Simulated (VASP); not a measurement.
```
Zn
1.0
    1.35660    -2.34970     0.00000
    1.35660     2.34970     0.00000
    0.00000     0.00000     5.04900
Zn
2
Direct
  0.33333   0.66667   0.25000
  0.66667   0.33333   0.75000
```

These are PBE GGA, VASP's PBE PAW potentials (set 64) (plane waves; VASP) values and carry that method's errors. Run with 400 eV cut-off, 14×14×7 Γ-centred mesh, Fermi-Dirac smearing of 0.20 eV, potentials Zn.

Problem. Give the stress tensor in GPa (positive for a compressed cell).

Solution. 
```
-4.14   0.00   0.00
 0.00  -4.14   0.00
 0.00   0.00  -3.04
```
The pressure is its mean diagonal, -3.77 GPa.

The compound is Zn in the hcp structure. The cell was not relaxed at this level. The run is one of a series of settings (ISMEAR = -1, SIGMA = 0.2 against the base run), some of them coarse on purpose.
